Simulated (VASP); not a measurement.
Calculation: PBEsol GGA, VASP's PBE PAW potentials (set 64) (plane waves; VASP).

VASP ran on this input.

INCAR:
```
SYSTEM = AuZn
PREC = Accurate
ENCUT = 480
EDIFF = 1E-7
NELM = 100
ALGO = Normal
LREAL = .FALSE.
LASPH = .TRUE.
ISMEAR = 1
SIGMA = 0.1
GGA = PS
LMAXMIX = 6
LWAVE = .FALSE.
LCHARG = .FALSE.
ISIF = 2
```

POSCAR:
```
AuZn
6.2540760
  0.4999999872   0.0000000000   0.0000000000
  0.0000000000   0.4999999872   0.0000000000
  0.0000000000   0.0000000000   0.4999999872
Zn Au
1 1
Direct
  0.5000000000   0.5000000000   0.5000000000
  0.0000000000   0.0000000000  -0.0239843590
```

KPOINTS:
```
kpoints
0
G
  12 12 12
0 0 0
```

POTCAR, in this order: Zn Au (PBE.64 set). Program: vasp_std.

Task: What will the output report for the number of irreducible k-points (NKPTS), number of bands (NBANDS), largest plane-wave count, number of space-group operations, FFT grid (NGX, NGY, NGZ)?

Result: 
| Item | Value |
|---|---|
| number of irreducible k-points (NKPTS) | 196 |
| number of bands (NBANDS) | 15 |
| largest plane-wave count | 743 |
| number of space-group operations | 8 |
| FFT grid (NGX, NGY, NGZ) | 24 × 24 × 24 |

The compound is AuZn in the CsCl type structure. This cell was strained or had an atom moved on purpose. The electron count is odd and the run is not spin-polarised, which forces a metal.
